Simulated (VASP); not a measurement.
VASP runs on TaTi (space group P4/mmm) share one base input (PBE GGA, plane waves, VASP's PBE PAW potentials (set 64)) and change the settings named in each case.

POSCAR:
```
TaTi
1
    2.9554080000     0.0000000000     0.0000000000
    0.0000000000     2.9554080000     0.0000000000
    0.0000000000     0.0000000000     3.8736960000
Ti Ta
1 1
Direct
  0.5000000000   0.5000000000   0.5000000000
  0.0000000000   0.0000000000   0.0000000000
```

### INCAR
```
SYSTEM = TaTi
PREC = Accurate
ENCUT = 300
EDIFF = 1E-6
NELM = 100
ALGO = Normal
LREAL = .FALSE.
LASPH = .TRUE.
ISMEAR = -1
SIGMA = 0.1
GGA = PE
LMAXMIX = 6
LWAVE = .FALSE.
LCHARG = .FALSE.
ISIF = 2
```

File KPOINTS:
```
Automatic mesh
0
Gamma
8 8 6
0 0 0
```

POTCAR, in this order: Ti_sv Ta_pv (PBE.64 set). Program: vasp_std.

| change | E(σ→0) (eV/atom) | pressure (GPa) | −TS (eV) |
|---|---|---|---|
| base run | -9.6455 | 9.24 | -0.1006 |
| GGA removed, POTCAR Ti_sv Ta_pv (LDA.64 set) | -10.5330 | -1.64 | -0.1012 |
| GGA_COMPAT = .FALSE., LNONCOLLINEAR = .TRUE., LSORBIT = .TRUE., MAGMOM = 0.0 0.0 0.0 0.0 0.0 0.0, program vasp_ncl | -10.0210 | … | … |
| KPOINTS 5×5×4 Γ-centred mesh | -9.6767 | 8.44 | -0.0873 |

Q: What belongs in the gaps?

A: 
- GGA_COMPAT = .FALSE., LNONCOLLINEAR = .TRUE., LSORBIT = .TRUE., MAGMOM = 0.0 0.0 0.0 0.0 0.0 0.0, program vasp_ncl, pressure (GPa): 8.79
- GGA_COMPAT = .FALSE., LNONCOLLINEAR = .TRUE., LSORBIT = .TRUE., MAGMOM = 0.0 0.0 0.0 0.0 0.0 0.0, program vasp_ncl, −TS (eV): -0.0965

Energies of different potentials or functionals have different zeros.  Unless said otherwise, spin-orbit coupling is left out, though it shifts the bands of the heavy elements here. At 300 eV the pressure can carry a Pulay error.

Left out are runs that ran out of time, are held back, or changed the cell or the kind of run, fixed moments of cells without a moment, rows past the twelfth, gaps on odd meshes, pressures of charged cells and columns that move by less than the noise.

The structure was generated: TaTi was put into an ordered model structure, which need not be its known phase. The cell was not relaxed at this level.
